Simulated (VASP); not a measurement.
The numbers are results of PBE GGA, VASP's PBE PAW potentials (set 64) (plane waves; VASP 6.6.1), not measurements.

A VASP calculation is set up with these files.

**KPOINTS**
```
Automatic mesh
0
Gamma
7 7 2
0 0 0
```

**POSCAR**
```
BN
1
    2.6253830000     0.0000000000     0.0000000000
   -1.3126920000     2.2736490000     0.0000000000
    0.0000000000     0.0000000000    12.8826470000
B N
6 6
Direct
  0.0000000000   0.0000000000   0.0000000000
  0.0000000000   0.0000000000   0.5000000000
  0.6666670000   0.3333330000   0.8332500000
  0.3333330000   0.6666670000   0.3332500000
  0.6666670000   0.3333330000   0.1665000000
  0.3333330000   0.6666670000   0.6665000000
  0.0000000000   0.0000000000   0.8746000000
  0.0000000000   0.0000000000   0.3746000000
  0.6666670000   0.3333330000   0.7078500000
  0.3333330000   0.6666670000   0.2078500000
  0.6666670000   0.3333330000   0.0415000000
  0.3333330000   0.6666670000   0.5415000000
```

### INCAR
```
! general
SYSTEM = BN
PREC   = Accurate
ENCUT  = 400
LREAL  = .FALSE.
LASPH  = .TRUE.

! electronic loop
EDIFF  = 1E-6
NELM   = 100
ALGO   = Normal

! smearing
ISMEAR = -1
SIGMA  = 0.1

! functional
GGA    = PE

! ions
ISIF   = 2

! output
LWAVE  = .FALSE.
LCHARG = .FALSE.
```

POTCAR, in this order: B N (PBE.64 set). Program: vasp_std.

Output

OUTCAR:
```
 ion  position               nearest neighbor table
   1  0.000  0.000  0.000-  11 1.61  11 1.61  11 1.61   7 1.62
   2  0.000  0.000  0.500-  12 1.61  12 1.61  12 1.61   8 1.62
   3  0.667  0.333  0.833-   7 1.61   7 1.61   7 1.61   9 1.62
   4  0.333  0.667  0.333-   8 1.61   8 1.61   8 1.61  10 1.62
   5  0.667  0.333  0.166-  10 1.61  10 1.61  10 1.61  11 1.61
   6  0.333  0.667  0.666-   9 1.61   9 1.61   9 1.61  12 1.61
   7  0.000  0.000  0.875-   3 1.61   3 1.61   3 1.61   1 1.62
   8  0.000  0.000  0.375-   4 1.61   4 1.61   4 1.61   2 1.62
   9  0.667  0.333  0.708-   6 1.61   6 1.61   6 1.61   3 1.62
  10  0.333  0.667  0.208-   5 1.61   5 1.61   5 1.61   4 1.62
  11  0.667  0.333  0.041-   1 1.61   1 1.61   1 1.61   5 1.61
  12  0.333  0.667  0.541-   2 1.61   2 1.61   2 1.61   6 1.61
  LATTYP: Found a hexagonal cell.
 ALAT       =     2.6253830000
 C/A-ratio  =     4.9069590989
 Subroutine PRICEL returns:
 Original cell was already a primitive cell.
 Subroutine GETGRP returns: Found 12 space group operations
The static configuration has the point symmetry C_3v.
 The point group associated with its full space group is C_6v.
The dynamic configuration has the point symmetry C_3v.
 Subroutine INISYM returns: Found 12 space group operations
 Subroutine IBZKPT returns following result:
 Found     16 irreducible k-points:
...
```

File OSZICAR:
```
       N       E                     dE             d eps       ncg     rms          rms(c)
DAV:   1     0.156967661316E+03    0.15697E+03   -0.22164E+04   992   0.123E+03
DAV:   2    -0.100434832457E+03   -0.25740E+03   -0.24557E+03  1312   0.270E+02
DAV:   3    -0.109188541015E+03   -0.87537E+01   -0.87216E+01  1216   0.549E+01
DAV:   4    -0.109280160780E+03   -0.91620E-01   -0.91489E-01  1248   0.581E+00
DAV:   5    -0.109281758169E+03   -0.15974E-02   -0.15969E-02  1209   0.702E-01    0.153E+01
DAV:   6    -0.104586733438E+03    0.46950E+01   -0.17031E+01  1195   0.196E+01    0.738E+00
DAV:   7    -0.104312562460E+03    0.27417E+00   -0.58071E-01  1224   0.446E+00    0.459E+00
DAV:   8    -0.104246212247E+03    0.66350E-01   -0.24701E-01  1220   0.284E+00    0.536E-01
DAV:   9    -0.104240804865E+03    0.54074E-02   -0.99933E-03  1240   0.531E-01    0.169E-01
DAV:  10    -0.104241327271E+03   -0.52241E-03   -0.26314E-03  1330   0.270E-01    0.655E-02
DAV:  11    -0.104241310526E+03    0.16745E-04   -0.55792E-04  1216   0.113E-01    0.168E-02
DAV:  12    -0.104241317272E+03   -0.67459E-05   -0.40883E-05  1202   0.403E-02    0.566E-03
DAV:  13    -0.104241318134E+03   -0.86246E-06   -0.15817E-06   832   0.856E-03
   1 F= -.10424132E+03 E0= -.10424132E+03  d E =-.201330E-09
```

### OUTCAR
```
------------------------ aborting loop because EDIFF is reached ----------------------------------------
  FORCE on cell =-STRESS in cart. coord.  units (eV):
  Direction    XX          YY          ZZ          XY          YZ          ZX
  --------------------------------------------------------------------------------------
  Total      -14.4165320    -14.4165399    -13.3715158      0.0000032      0.0000000      0.0000000
  in kB     -300.3655956   -300.3657614   -278.5928898      0.0000661      0.0000000      0.0000000
  external PRESSURE =    -293.1080823 kB  Pullay stress =       0.0000000 kB
  volume of cell :       76.90
      direct lattice vectors                 reciprocal lattice vectors
     2.625383000  0.000000000  0.000000000     0.380896806  0.219910897  0.000000000
    -1.312692000  2.273649000  0.000000000     0.000000000  0.439821626  0.000000000
     0.000000000  0.000000000 12.882647000     0.000000000  0.000000000  0.077623799
  FREE ENERGIE OF THE ION-ELECTRON SYSTEM (eV)
  ---------------------------------------------------
  free  energy   TOTEN  =      -104.2413181340 eV

  energy  without entropy=     -104.2413181338  energy(sigma->0) =     -104.24131813
```
(Selected blocks of OUTCAR.)

At this cut-off the stress carries a Pulay error, which pulls relaxed volumes low.

The structure was generated: BN was put into an ordered model structure, which need not be its known phase. The cell was not relaxed at this level.
